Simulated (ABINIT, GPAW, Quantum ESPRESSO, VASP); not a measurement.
Code comparison for MgF₂ (P4_2/mnm, 6 atoms in the cell)

Self-consistent single point, at a second geometry (lattice scaled by 0.98). First geometry:

```
CELL_PARAMETERS angstrom
      4.73273     0.00000     0.00000
      0.00000     4.73273     0.00000
      0.00000     0.00000     3.12442
ATOMIC_POSITIONS crystal
  Mg 0.00000 0.00000 0.00000
  Mg 0.50000 0.50000 0.50000
  F  0.30300 0.30300 0.00000
  F  0.80300 0.19700 0.50000
  F  0.19700 0.80300 0.50000
  F  0.69700 0.69700 0.00000
```

Shared settings, as Quantum ESPRESSO writes them: occupations = smearing; smearing = fermi-dirac; degauss = 0.00147 Ry; K_POINTS = automatic 4 4 6 0 0 0. Potentials and cutoffs stand in the table.

```csv
code,model,ΔF from the first geometry (meV/atom),pressure (GPa),largest force (eV/Å),gap on the mesh (eV),cutoff
GPAW,"PBE, GPAW PAW datasets PBE (gpaw-data 1.0.1)",2.6,–,0.010,7.067,950 eV
Quantum ESPRESSO,"PBE, SSSP 1.1.2 efficiency (PBE) pseudopotentials",0.4,2.72,0.007,7.042,40 Ry
VASP,"PBE, VASP's PBE PAW potentials (set 64)",-1.1,-7.85,0.023,7.060,400 eV
ABINIT,"PBE, norm-conserving pseudopotentials (PseudoDojo nc-sr-05 PBE standard)",1.4,3.34,0.006,7.088,42 Ha
```

For Quantum ESPRESSO (by 0.4 GPa) and VASP (by 10.4 GPa) the energy change implies a higher mean pressure, against the two pressures, than for the other programs: a sign of finite-basis (Pulay) stress.

A dash marks a value that a program does not give, or that is left out as unsure.

Gaps are read on the mesh.

The spread over the programs that give each value: ΔF from the first geometry within 3.7 meV/atom; pressure within 11.19 GPa; largest force within 0.017 eV/Å; gap on the mesh within 0.046 eV.

The pressure of GPAW is left out: its cutoff lies under the one at which its stress was checked. In the pressure, VASP (by 10.58) lies more than 1 GPa from the median of the plane-wave programs.

VASP's run is marked for a possible Pulay error in its stress at this cutoff; no cutoff test was made.

The starting cell has typed, rounded lattice constants, without a prior relaxation at this level. Its lattice was rescaled by a random factor within 2.5 % of one. For this run, on top of that: lattice scaled by 0.98.

Left out of this page: Ansatz, CP2K, FLEUR and SIESTA (not drawn, or without a comparable value); Elk (unsound by tests on forces, stress, charge or solver warnings).
